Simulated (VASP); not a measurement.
Here is the system:

```yaml
crystal:
  lattice:
    - [3.14186, 0.00000, 0.00000]
    - [-1.57093, 2.72093, 0.00000]
    - [0.00000, 0.00000, 4.36433]
  atoms:
    - { symbol: Zn, position: [0.00000, 0.00000, 0.00000] }
    - { symbol: H, position: [0.66667, 0.33333, 0.53937] }
    - { symbol: H, position: [0.33333, 0.66667, 0.46063] }
    - { symbol: O, position: [0.66667, 0.33333, 0.76500] }
    - { symbol: O, position: [0.33333, 0.66667, 0.23500] }
```

These are LDA (Ceperley-Alder, Perdew-Zunger), VASP's LDA PAW potentials (set 64) (plane waves; VASP) values and carry that method's errors. Settings: 520 eV cut-off, 9×9×6 Γ-centred mesh, tetrahedra with Blöchl corrections, potentials Zn H O.

The cores are frozen, which limits the accuracy of field gradients.

Give the principal components of the electric field gradient (V/Å²) and the asymmetry η at each nucleus.

```json
[
 {"atom": "Zn1", "Vxx": "-11.7", "Vyy": "-11.7", "Vzz": "23.5", "η": "0.00"},
 {"atom": "H2", "Vxx": "-18.6", "Vyy": "-18.6", "Vzz": "37.3", "η": "0.00"},
 {"atom": "H3", "Vxx": "-18.6", "Vyy": "-18.6", "Vzz": "37.3", "η": "0.00"},
 {"atom": "O4", "Vxx": "-49.9", "Vyy": "-49.9", "Vzz": "99.8", "η": "0.00"},
 {"atom": "O5", "Vxx": "-49.9", "Vyy": "-49.9", "Vzz": "99.8", "η": "0.00"}
]
```

The structure comes from a computed database's ZnH2O2 entry (P-3m1); how it stands against other phases isn't given here. It was relaxed first, which changed the volume by -9 %.
